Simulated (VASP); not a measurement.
Method: optB88-vdW, VASP's PBE PAW potentials (set 64) (plane waves; VASP).

A VASP calculation is set up with these files.

File KPOINTS:
```
Automatic mesh
0
Gamma
7 7 7
0 0 0
```

POSCAR:
```
Al3Sc
1
    4.1011860323    -0.0000000000    -0.0000000000
    0.0000000000     4.1011860323     0.0000000000
   -0.0000000000     0.0000000000     4.1011860323
Sc Al
1 3
Direct
  0.0000000000   0.0000000000   0.0000000000
  0.0000000000   0.5000000000   0.5000000000
  0.5000000000   0.0000000000   0.5000000000
  0.5000000000   0.5000000000   0.0000000000
```

**INCAR**
```
NELM=100   # most electronic steps
LCHARG=F
SYSTEM=Al3Sc
AGGAC=0.0
LASPH=T   # aspherical one-centre terms
ISMEAR=1   # Methfessel-Paxton
PARAM1=0.1833333333
LREAL=F   # projection in real space or not
ENCUT=520   # plane-wave cut-off (eV)
NSW=60   # most ionic steps
GGA=BO
IBRION=2   # conjugate gradients
PREC=Accurate
ALGO=Normal
LWAVE=F
LMAXMIX=4
LUSE_VDW=T
ISIF=3
PARAM2=0.22
SIGMA=0.1
EDIFFG=-0.02   # ionic stop
EDIFF=1E-6   # SCF stop (eV)
```

POTCAR, in this order: Sc_sv Al (PBE.64 set). Program: vasp_std.

Problem. Predict the energy per atom (σ→0), band gap (on the k-mesh).

Solution. 
```json
{
  "energy per atom (σ→0)": "-3.041 eV/atom",
  "band gap (on the k-mesh)": "none (metal, semimetal or under 0.01 eV)"
}
```

File OSZICAR:
```
...
DAV:   7    -0.121751651362E+02    0.25961E-01   -0.13213E-01   846   0.365E+00    0.183E+00
DAV:   8    -0.121660002453E+02    0.91649E-02   -0.51408E-02   916   0.226E+00    0.290E-01
DAV:   9    -0.121665988492E+02   -0.59860E-03   -0.13659E-02   928   0.150E+00    0.243E-01
DAV:  10    -0.121659828651E+02    0.61598E-03   -0.40804E-03   914   0.754E-01    0.373E-02
DAV:  11    -0.121660335849E+02   -0.50720E-04   -0.36190E-04   914   0.171E-01    0.452E-02
DAV:  12    -0.121659845770E+02    0.49008E-04   -0.31072E-04   934   0.200E-01    0.349E-03
DAV:  13    -0.121659850679E+02   -0.49090E-06   -0.35499E-06   596   0.187E-02
   1 F= -.12165985E+02 E0= -.12165842E+02  d E =-.121660E+02
```

The compound is Al3Sc in the L1_2 structure. It was relaxed first. The start is the result of an earlier pass.
